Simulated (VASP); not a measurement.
# LiNO3 (R-3m) in VASP: a series of runs

One crystal, LiNO3, is run at these levels: LDA; tasks: single point.

Everything below comes from runs of VASP 6.6.1. Logs are shortened: lines on timing, memory, paths and dates and some standing lists are left out, and cuts for length are marked.

### 1 Starting point

Symmetry: R-3m, No. 166, trigonal system. Conventional cell: a = 4.123 Å, b = 4.123 Å, c = 10.068 Å, α = 90.00°, β = 90.00°, γ = 120.00°. Around Li (site symmetry -3m) lie 6 O at 2.06 Å. N (site symmetry -3m) is surrounded by 6 O at 2.06 Å. O (site symmetry 2/m) has 2 Li at 2.06 Å and 2 N at 2.06 Å and 4 O at 2.06 Å as nearest neighbours.

The cell comes from a database or a generator and needn't be the stable form of this composition.

### 2 Single point, LDA

INCAR

```
SYSTEM = LiNO3
PREC = Accurate
ENCUT = 520
EDIFF = 1E-6
ISMEAR = -1
SIGMA = 0.02
LREAL = .FALSE.
LASPH = .TRUE.
NELM = 80
ALGO = Normal
ISIF = 2
LWAVE = .FALSE.
LCHARG = .FALSE.
GGA = CA
NBANDS = 21
```

KPOINTS

```
Automatic mesh
0
G
  2 2 2
  0 0 0
```

POSCAR

```
LiNO3
1.0
    2.0613000000      1.1901000000      3.3561000000
   -2.0613000000      1.1901000000      3.3561000000
    0.0000000000     -2.3802000000      3.3561000000
Li N O
1 1 3
Direct
    0.0000000000      0.0000000000      0.0000000000
    0.5000000000      0.5000000000      0.5000000000
    0.0000000000      0.0000000000      0.5000000000
    0.5000000000      0.0000000000      0.0000000000
    0.0000000000      0.5000000000      0.0000000000
```

Potentials or basis: VASP PAW LDA potentials, release 64 (Li_sv, N, O).

Command:

```console
$ cat potpaw_LDA.64/Li_sv/POTCAR potpaw_LDA.64/N/POTCAR potpaw_LDA.64/O/POTCAR > POTCAR
$ mpirun -np 1 vasp_std > vasp.out
```

OUTCAR:

```text
SYSTEM = LiNO3
   PREC = Accurate
   ENCUT = 520
   EDIFF = 1E-6
   ISMEAR = -1
   LREAL = .FALSE.
   LASPH = .TRUE.
   NELM = 80
   ISIF = 2
   GGA = CA

 ion  position               nearest neighbor table
   1  0.000  0.000  0.000-   4 2.06   5 2.06   5 2.06   4 2.06   3 2.06   3 2.06
   2  0.500  0.500  0.500-
   3  0.000  0.000  0.500-   1 2.06   1 2.06
   4  0.500  0.000  0.000-   1 2.06   1 2.06
   5  0.000  0.500  0.000-   1 2.06   1 2.06

  LATTYP: Found a trigonal (rhomboedric) cell.
 ALAT       =     4.1144573458
 COS(alpha) =     0.4980131795

  Lattice vectors:

 A1 = (   2.0613000000,   1.1901000000,   3.3561000000)
 A2 = (  -2.0613000000,   1.1901000000,   3.3561000000)
 A3 = (   0.0000000000,  -2.3802000000,   3.3561000000)

Analysis of symmetry for initial positions (statically):
=====================================================================
 Subroutine PRICEL returns:
 Original cell was already a primitive cell.

 Routine SETGRP: Setting up the symmetry group for a
 trigonal (rhombohedral) supercell.

 Subroutine GETGRP returns: Found 12 space group operations
 (whereof 12 operations were pure point group operations)
 out of a pool of 12 trial point group operations.

The static configuration has the point symmetry D_3d.

Analysis of symmetry for dynamics (positions and initial velocities):
=====================================================================
 Subroutine PRICEL returns:
 Original cell was already a primitive cell.

 Routine SETGRP: Setting up the symmetry group for a
 trigonal (rhombohedral) supercell.

 Subroutine GETGRP returns: Found 12 space group operations
 (whereof 12 operations were pure point group operations)
 out of a pool of 12 trial point group operations.

The dynamic configuration has the point symmetry D_3d.

 Subroutine INISYM returns: Found 12 space group operations
 (whereof 12 operations are pure point group operations),
 and found     1 'primitive' translations

----------------------------------------------------------------------------------------

                                     Primitive cell

  volume of cell :      49.3982

[... 68 lines left out ...]
   LNONCOLLINEAR =      F non collinear calculations
   LSORBIT =      F    spin-orbit coupling
   LASPH  =      T    aspherical Exc in radial PAW
   ENCUT  =  520.0 eV  38.22 Ry    6.18 a.u.   7.65  7.65  7.65*2*pi/ulx,y,z
   NELM   =     80;   NELMIN=  2; NELMDL= -5     # of ELM steps
   EDIFF  = 0.1E-05   stopping-criterion for ELM
   LREAL  =      F    real-space projection
   EDIFFG = 0.1E-04   stopping-criterion for IOM
   NSW    =      0    number of steps for IOM
   IBRION =     -1    ionic relax: 0-MD 1-quasi-New 2-CG
   NFREE  =      0    steps in history (QN), initial steepest desc. (CG)
   ISIF   =      2    stress and relaxation
   ISYM   =      2    0-nonsym 1-usesym 2-fastsym
   POTIM  = 0.5000    time-step for ionic-motion
   TEBEG  =    0.0;   TEEND  =   0.0 temperature during run
   PSTRESS=    0.0 pullay stress
   NELECT =      26.0000    total number of electrons
   NUPDOWN=      -1.0000    fix difference up-down
   EMIN   =  10.00;   EMAX   =-10.00  energy-range for DOS
   EFERMI =   0.00;   METHOD = LEGACY
   ISMEAR =    -1;   SIGMA  =   0.02  broadening in eV -4-tet -1-fermi 0-gaus
   EFERMI_NEDOS =   21; number of points for ismear=-14 and -15
   IALGO  =     38    algorithm
   IMIX   =      4    mixing-type and parameters
     AMIX     =   0.40;   BMIX     =  1.00
     AMIX_MAG =   1.60;   BMIX_MAG =  1.00
  volume/ion in A,a.u.               =       9.88        66.67
  Fermi-wavevector in a.u.,A,eV,Ry     =   1.321790  2.497820 23.771118  1.747128
  Thomas-Fermi vector in A             =   2.451518
   LORBIT       =      0    0 simple, 1 ext, 2 COOP (PROOUT), +10 PAW based schemes
   GGA     = CA    functional components
   LHFCALC =     F    Hartree Fock is set to
   AEXX    =    0.0000 exact exchange contribution
   IVDW    =     0    specifies the selected vdW correction
   LEPSILON=     F    determine dielectric tensor
   LRPA    =     F    only Hartree local field effects (RPA)
 non-spin polarized calculation
  energy-cutoff  :      520.00
  volume of cell :       49.40
 maximum number of plane-waves:      1363
 NGX is ok and might be reduce to    32
   NGX = 15   NGY = 15   NGZ = 15

 number of electron      25.9999979 magnetization

 Free energy of the ion-electron system (eV)
  ---------------------------------------------------
  ext. energy  EPLUGINS =         0.00000000
  ---------------------------------------------------
  free energy    TOTEN  =       -21.34096311 eV

  energy without entropy =      -21.30813952  energy(sigma->0) =      -21.32455131

 E-fermi :  -0.0750     XC(G=0): -10.5353

 val. band max:       -0.0956870933   @ k =   0.5000   0.5000   0.0000
 cond. band min:      -0.0632858852   @ k =   0.5000   0.0000   0.0000
 fundamental gap:      0.0324012081
 Fermi energy:        -0.0749588840

 k-point     1 :       0.0000    0.0000    0.0000
  band No.  band energies     occupation
      1     -41.4869      2.00000
      2     -19.1603      2.00000
      3     -14.4469      2.00000
      4     -14.4468      2.00000
      5     -11.0282      2.00000
      6      -6.0568      2.00000
[... 85 lines left out ...]
     20      12.1343      0.00000
     21      14.5217      0.00000

------------------------ aborting loop because EDIFF is reached ----------------------------------------

  FORCE on cell =-STRESS in cart. coord.  units (eV):
  Direction    XX          YY          ZZ          XY          YZ          ZX
  --------------------------------------------------------------------------------------
  -------------------------------------------------------------------------------------
  Total       -2.3456934     -2.3457245     -2.8544681      0.0000000     -0.0000000      0.0000000
  in kB      -76.0800905    -76.0810993    -92.5816624      0.0000000     -0.0000000      0.0000000
  external PRESSURE =     -81.5809507 kB  Pullay stress =       0.0000000 kB

 VOLUME and BASIS-vectors are now :
 -----------------------------------------------------------------------------
  energy-cutoff  :      520.00
  volume of cell :       49.40
      direct lattice vectors                 reciprocal lattice vectors
     2.061300000  1.190100000  3.356100000     0.242565371  0.140044254  0.099321633
    -2.061300000  1.190100000  3.356100000    -0.242565371  0.140044254  0.099321633
     0.000000000 -2.380200000  3.356100000     0.000000000 -0.280088508  0.099321633

 POSITION                                       TOTAL-FORCE (eV/Angst)
 -----------------------------------------------------------------------------------
      0.00000      0.00000      0.00000         0.000000      0.000000      0.000000
      0.00000      0.00000      5.03415         0.000000     -0.000000     -0.000000
      0.00000     -1.19010      1.67805        -0.000000     -0.000000     -0.000000
      1.03065      0.59505      1.67805         0.000000      0.000000     -0.000000
     -1.03065      0.59505      1.67805        -0.000000     -0.000000      0.000000
 -----------------------------------------------------------------------------------
    total drift:                               -0.000000      0.000000     -0.000000

  FREE ENERGIE OF THE ION-ELECTRON SYSTEM (eV)
  ---------------------------------------------------
  free  energy   TOTEN  =       -21.3409631099 eV

  energy  without entropy=      -21.3081395156  energy(sigma->0) =      -21.32455131
```

Run time: 3.2 s. Hardware: 1 thread of Intel Xeon 6975P-C (Granite Rapids), shared host; peak memory 0.14 GiB.

What came out:

* Free energy: -21.3410 eV
* Band gap on the k mesh: none (metal or under the smearing width)

Caveat: the k mesh is coarse (spacing up to 0.93 Å⁻¹), so the values aren't converged; the cutoff is under 1.25 times the usual one of these potentials, so pressure, stress and relaxed cells hold a basis-set (Pulay) error.

### 3 Single point, LDA

INCAR

```
SYSTEM = LiNO3
PREC = Accurate ; ENCUT = 520
EDIFF = 1E-6 ; ISMEAR = -1
SIGMA = 0.02 ; LREAL = .FALSE.
LASPH = .TRUE. ; NELM = 80
ALGO = Fast ; ISIF = 2
LWAVE = .FALSE. ; LCHARG = .FALSE.
NBANDS = 21
```

KPOINTS

```
regular mesh
0
G
  3 3 3
  0 0 0
```

POSCAR is that of step 2.

Potentials or basis: VASP PAW LDA potentials, release 64 (Li_sv, N, O).

Command:

```console
$ cat potpaw_LDA.64/Li_sv/POTCAR potpaw_LDA.64/N/POTCAR potpaw_LDA.64/O/POTCAR > POTCAR
$ mpirun -np 1 vasp_std > vasp.out
```

Wall time 4 s (1 thread of Intel Xeon 6975P-C (Granite Rapids), shared host); peak memory 0.14 GiB.

It converged, with:

```yaml
Free_energy: -21.8871 eV
Band_gap_on_the_k_mesh: none (metal or under the smearing width)
```

Levels at points of the mesh, in eV from the Fermi level:
```tsv
k point	band 9	band 10	band 11	band 12	band 13	band 14	band 15	band 16	band 17	band 18
(0.00, 0.00, 0.00)	-3.77	-1.00	-1.00	0.04	1.30	1.78	1.78	4.04	4.04	6.82
```

Caveat: the k mesh is coarse (spacing up to 0.62 Å⁻¹), so the values aren't converged; the cutoff is under 1.25 times the usual one of these potentials, so pressure, stress and relaxed cells hold a basis-set (Pulay) error.
